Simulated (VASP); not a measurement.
Here is the system:

```
CELL_PARAMETERS angstrom
      0.00000     3.31366     3.31366
      3.31366     0.00000     3.31366
      3.31366     3.31366     0.00000
ATOMIC_POSITIONS crystal
  Te 0.50000 0.50000 0.50000
  Pb 0.00000 0.00000 0.00000
```

Method: revPBE GGA, VASP's PBE PAW potentials (set 64) (plane waves; VASP). Numerical set-up: 520 eV cut-off, Gaussian smearing of 0.050 eV, potentials Te Pb_d.

Unless said otherwise, spin-orbit coupling is left out, though it shifts the bands of the heavy elements here.

Problem. Estimate the band gap (along the path) with the smallest direct gap where there is one.

Solution. 
band gap (along the path): 0.93 eV
smallest direct gap (along the path): 0.93 eV

Only differences to runs with the same potentials and settings are physical.

The compound is PbTe in the rock salt structure. It was relaxed first, which changed the volume by +8 %.
